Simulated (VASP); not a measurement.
A convergence study with VASP on MgS (rock salt): one setting is varied, all else stays as given below, so the limit is that of these other settings.

```yaml
crystal:
  lattice:
    - [0.00000, 2.60000, 2.60000]
    - [2.60000, 0.00000, 2.60000]
    - [2.60000, 2.60000, 0.00000]
  atoms:
    - { symbol: Mg, position: [0.00000, 0.00000, 0.00000] }
    - { symbol: S, position: [0.50000, 0.50000, 0.50000] }
```

Calculation: PBE GGA, VASP's PBE PAW potentials (set 64) (plane waves; VASP). The tightest run used: 550 eV cut-off, 18×18×18 Γ-centred mesh, Gaussian smearing of 0.050 eV, potentials Mg S.

```csv
setting,E (eV/atom),pressure (GPa),irreducible k-points
1×1×1 mesh,1.3406,53.62,1
2×2×2 mesh,-3.5512,7.94,3
3×3×3 mesh,-4.1347,2.60,4
4×4×4 mesh,-4.2268,1.40,8
5×5×5 mesh,-4.2453,1.12,10
6×6×6 mesh,-4.2495,1.05,16
```

### Question
These are the cheaper rows. Estimate the results at 18×18×18 mesh, and how far the last row shown lies from them.

### Answer

```json
[
 {"quantity": "E (eV/atom)", "tightest run": "-4.2509", "last row shown is off by": "0.0014"},
 {"quantity": "pressure (GPa)", "tightest run": "1.02", "last row shown is off by": "0.03"}
]
```

Left out are rungs that failed or repeat a setting and relaxations that didn't move; long series are thinned to 24 rows.

The compound is MgS in the rock salt structure. The cell was not relaxed at this level.
